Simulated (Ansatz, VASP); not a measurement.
## Mn2FeN2 in VASP and in Ansatz

```xyz
5
Lattice="2.6151 -1.5151 0.0000 2.6151 1.5151 0.0000 -0.0147 0.0000 5.9273" Properties=species:S:1:pos:R:3 pbc="T T T"
Fe   -0.0074    0.0000    2.9637
Mn    3.4743    0.0000    4.9379
Mn    1.7412    0.0000    0.9894
N     3.4874    0.0000    1.5556
N     1.7281    0.0000    4.3717
```

The cell comes from a database or a generator and needn't be the stable form of this composition.

Alike in both runs: task single point; functional PBE; k mesh 10 × 10 × 5; occupations fermi-dirac, width 0.05 eV; collinear spin, ferromagnetic start.

|  | VASP | Ansatz |
| --- | --- | --- |
| version | VASP 6.6.1 | Ansatz 0.2.0 |
| potentials or method | VASP PAW PBE potentials, release 64 (Fe, Mn_pv, N) | Ansatz PAW |
| plane-wave cutoff (eV) | 520 | 420 |
| valence electrons in the cell | 44 | 56 |

VASP gave:

* gap on the k mesh at the Fermi level (eV): none
* pressure (GPa): -1.5
* largest component of the traceless stress (GPa): 0.86
* rms of the force components (eV/Å): 0.040
* net moment per atom (μB): 0.33
* size of the moment on the site where the two differ most (μB): 0.43

Problem. Which values does Ansatz return?

Solution. gap on the k mesh at the Fermi level (eV): none; pressure (GPa): -2.1; largest component of the traceless stress (GPa): 1.39; rms of the force components (eV/Å): 0.051; net moment per atom (μB): 0.33; size of the moment on the site where the two differ most (μB): 0.36.

Site moments also hang on the region over which each program counts them. Atom by atom the forces differ by 0.023 eV/Å (rms over components). A gap of «none» marks a metal or a gap that the smearing closes. The two sets of potentials don't hold the same shells in valence.

Caveats: only a ferromagnetic start was run, and an antiferromagnetic order may lie lower in energy; the pressure holds a Pulay correction of +0.4 GPa for the finite cutoff (Ansatz); the starting moments weren't kept (Ansatz). With open d or f shells a metallic result of PBE can be an artefact of self-interaction; +U or a hybrid may open a gap.
